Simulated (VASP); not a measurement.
Calculation: PBEsol GGA, VASP's PBE PAW potentials (set 64) (plane waves; VASP).

The input files of a VASP run:

File KPOINTS:
```
Automatic mesh
0
Gamma
8 8 8
0 0 0
```

INCAR:
```
! general
SYSTEM  = CdSe
PREC    = Accurate
ENCUT   = 500
LREAL   = F
LASPH   = T

! electronic loop
EDIFF   = 1E-6
NELM    = 100
ALGO    = Normal
LMAXMIX = 4

! smearing
ISMEAR  = 0
SIGMA   = 0.05

! functional
GGA     = PS

! ions
IBRION  = 2
NSW     = 40
ISIF    = 3
EDIFFG  = -0.02
PSTRESS = 300

! output
LWAVE   = F
LCHARG  = F
```

**POSCAR**
```
CdSe
1
   -0.0000000000     2.7662742238     2.7662742238
    2.7662742238    -0.0000000000     2.7662742238
    2.7662742238     2.7662742238     0.0000000000
Cd Se
1 1
Direct
  1.0000000000   1.0000000000   1.0000000000
  0.2500000000   0.2500000000   0.2500000000
```

POTCAR, in this order: Cd Se (PBE.64 set). Program: vasp_std.

Task: What will the output report for the number of irreducible k-points (NKPTS), largest plane-wave count, number of space-group operations, FFT grid (NGX, NGY, NGZ)?

Result: 
```
Property                                       Value
--------------------------------------  ------------
number of irreducible k-points (NKPTS)            29
largest plane-wave count                        1090
number of space-group operations                  24
FFT grid (NGX, NGY, NGZ)                30 × 30 × 30
```

The structure was generated: CdSe was put into the zinc blende type (F-43m), which need not be its known phase. It was relaxed first under an external pressure of 30 GPa.
